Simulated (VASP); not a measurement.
A VASP calculation is set up with these files.

### KPOINTS
```
Automatic mesh
0
Gamma
15 15 1
0 0 0
```

**POSCAR**
```
CuO
11.8896420
  0.2652334969   0.0000000220   0.0000000000
 -0.1326166806   0.2296988267   0.0000000000
  0.0000000000   0.0000000000   1.0000000331
Cu O
1 1
Cart
  0.1326169037   0.0765662137   0.5000000165
 -0.0000000874   0.1531326351   0.5000000165
```

**INCAR**
```
EDIFF=1E-7   ! SCF stop (eV)
SYSTEM=CuO
NELM=100
PREC=Accurate
LREAL=.False.   ! projection in real space or not
GGA=PS   ! PBEsol
ISIF=2   ! forces and stress, cell fixed
LWAVE=.False.
ENCUT=520   ! plane-wave cut-off (eV)
ISMEAR=-5
LCHARG=.True.
LORBIT=11
LASPH=.True.   ! aspherical one-centre terms
NEDOS=601   ! DOS grid
ALGO=Normal
LMAXMIX=4   ! l cut-off of mixed one-centre charges
```

POTCAR, in this order: Cu O (PBE.64 set). Program: vasp_std.

### Question
Translate this PBEsol calculation to Ansatz.

### Answer
One equivalent input (not run):
Ansatz 0.2 input:
```yaml
crystal:
  lattice:
    - [3.1535313, 0.0000003, 0.0000000]
    - [-1.5767649, 2.7310368, 0.0000000]
    - [0.0000000, 0.0000000, 11.8896424]
  atoms:
    - { symbol: Cu, position: [0.6666670, 0.3333330, 0.5000000] }
    - { symbol: O, position: [0.3333330, 0.6666670, 0.5000000] }
kpoints:
  mp_grid: { grid: [15, 15, 1] }
hamiltonian:
  xc: pbesol
  pseudopotentials: { kind: paw }
scf:
  occupations: { method: tetrahedron }
  max_iter: 100
output: { forces: true, stress: true, eigenvalues: true }
```
Limits of the translation: each code has its own PAW files, so the cut-off isn't converted (ENCUT is set for VASP's; basis.ecutwfc is left out, and Ansatz then takes the one that its files recommend); Ansatz stops its SCF on the density residual and VASP on the energy change (EDIFF).

The cell is a sheet with vacuum, built from a generated structure.
